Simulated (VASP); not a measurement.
Here is a VASP 6.6.1 calculation.

INCAR

```
SYSTEM = Ti2SiTe2
PREC = Normal
ENCUT = 520
EDIFF = 1E-4
ISMEAR = 0
SIGMA = 0.15
LREAL = .FALSE.
LASPH = .TRUE.
NELM = 60
ALGO = Fast
ISIF = 3
LWAVE = .FALSE.
LCHARG = .FALSE.
GGA = PE
IBRION = 2
NSW = 24
EDIFFG = -0.08
KPAR = 2
```

File KPOINTS:

```
regular mesh
0
G
  3 3 3
  0 0 0
```

File POSCAR:

```
Ti2SiTe2
1.0
    4.7685743100      0.0000000000      0.0000000000
    0.0000000000      4.7685743100      0.0000000000
    0.0000000000      0.0000000000      5.9486734900
Ti Si Te
2 1 2
Direct
    0.5000000000      0.0000000000      0.4990589100
    0.0000000000      0.5000000000      0.4990589100
    0.0000000000      0.0000000000      0.2998454800
    0.5000000000      0.0000000000      0.9415390800
    0.0000000000      0.5000000000      0.9415390800
```

Potentials or basis: VASP PAW PBE potentials, release 64 (Ti_sv, Si, Te).

The run is started by

```sh
$ cat potpaw_PBE.64/Ti_sv/POTCAR potpaw_PBE.64/Si/POTCAR potpaw_PBE.64/Te/POTCAR > POTCAR
$ mpirun -np 2 vasp_std > vasp.out
```

**Question.** Predict the relaxed cell.

**Answer.** a = 4.840 Å, b = 4.840 Å, c = 5.420 Å, α = 90.00°, β = 90.00°, γ = 90.00°.

**Question.** Predict the relaxed volume.

**Answer.** 25.39 Å³/atom.

**Question.** Estimate the space group after relaxing (to 0.05 Å).

**Answer.** P4mm (No. 99).

**Question.** Estimate the band gap on the k mesh.

**Answer.** None (metal or under the smearing width).

Final structure:
```yaml
crystal:
  lattice:
    - [4.84004, 0.00000, 0.00000]
    - [0.00000, 4.84004, 0.00000]
    - [0.00000, 0.00000, 5.41986]
  atoms:
    - { symbol: Ti, position: [0.50000, 0.00000, 0.46265] }
    - { symbol: Ti, position: [0.00000, 0.50000, 0.46265] }
    - { symbol: Si, position: [0.00000, 0.00000, 0.34881] }
    - { symbol: Te, position: [0.50000, 0.00000, 0.95347] }
    - { symbol: Te, position: [0.00000, 0.50000, 0.95347] }
```

Caveat: the k mesh is coarse (spacing up to 0.44 Å⁻¹), so the values aren't converged. The run has no spin-orbit coupling, so splittings on Te are missing.
